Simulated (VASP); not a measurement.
An input for Quantum ESPRESSO's pw.x (written as the equivalent of a VASP run, and not itself run):

```
&CONTROL
  calculation = 'scf'
  pseudo_dir = './pseudo'
  outdir = './out'
  tprnfor = .true.
  tstress = .true.
/
&SYSTEM
  ibrav = 0
  nat = 2
  ntyp = 1
  ecutwfc = 78
  occupations = 'smearing'
  smearing = 'methfessel-paxton'
  degauss = 0.00735
  input_dft = 'pbe'
/
&ELECTRONS
  conv_thr = 7.3e-08
  electron_maxstep = 100
/
ATOMIC_SPECIES
  Sc 44.956 Sc.upf
CELL_PARAMETERS angstrom
     1.6550000   -2.8665440    0.0000000
     1.6550000    2.8665440    0.0000000
     0.0000000    0.0000000    5.2700000
ATOMIC_POSITIONS crystal
  Sc   0.3333330  0.6666670  0.2500000
  Sc   0.6666670  0.3333330  0.7500000
K_POINTS automatic
  11 11 6 0 0 0
```

Task: Translate this input to VASP (INCAR, KPOINTS, POSCAR, choice of POTCAR).

Result: Several could match; the one computed here: 
### INCAR
```
SYSTEM = Sc
PREC = Accurate
ENCUT = 400
EDIFF = 1E-6
NELM = 100
ALGO = Normal
LREAL = .FALSE.
LASPH = .TRUE.
ISMEAR = 1
SIGMA = 0.1
GGA = PE
LMAXMIX = 4
LWAVE = .FALSE.
LCHARG = .FALSE.
ISIF = 2
NBANDS = 13
```

POSCAR:
```
Sc
10.540
  0.1570208729  -0.2719681214   0.0000000000
  0.1570208729   0.2719681214   0.0000000000
  0.0000000000   0.0000000000   0.5000000000
Sc
2
direct
  0.3333330000   0.6666670000   0.2500000000
  0.6666670000   0.3333330000   0.7500000000
```

KPOINTS:
```
Automatic mesh
0
Gamma
11 11 6
0 0 0
```

POTCAR, in this order: Sc_sv (PBE.64 set). Program: vasp_std.

Limits of the translation: the potentials are each code's own (VASP's PAW set, PseudoDojo norm-conserving files in pw.x), so ENCUT and ecutwfc are chosen apart and not converted; conv_thr bounds pw.x's estimated SCF error, while EDIFF bounds the energy change between steps; the number of bands isn't carried over, since the valence differs with the files.

The compound is Sc in the hcp structure. The cell was not relaxed at this level. The run is one of a series of settings (NBANDS = 13 against the base run), some of them coarse on purpose.
